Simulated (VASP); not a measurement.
Input:

```
CELL_PARAMETERS angstrom
      0.00000     3.00174     3.00174
      3.00174     0.00000     3.00174
      3.00174     3.00174     0.00000
ATOMIC_POSITIONS crystal
  Sr 0.00000 0.00000 0.00000
```

Method: vdW-DF2, VASP's PBE PAW potentials (set 64) (plane waves; VASP). Settings: 520 eV cut-off, 9×9×9 Γ-centred mesh, tetrahedra with Blöchl corrections, potentials Sr_sv.

Question: Estimate the energy per atom (σ→0).

Answer: 
```yaml
energy per atom (σ→0): 0.843 eV/atom
```

The compound is Sr in the fcc structure. It was relaxed first.
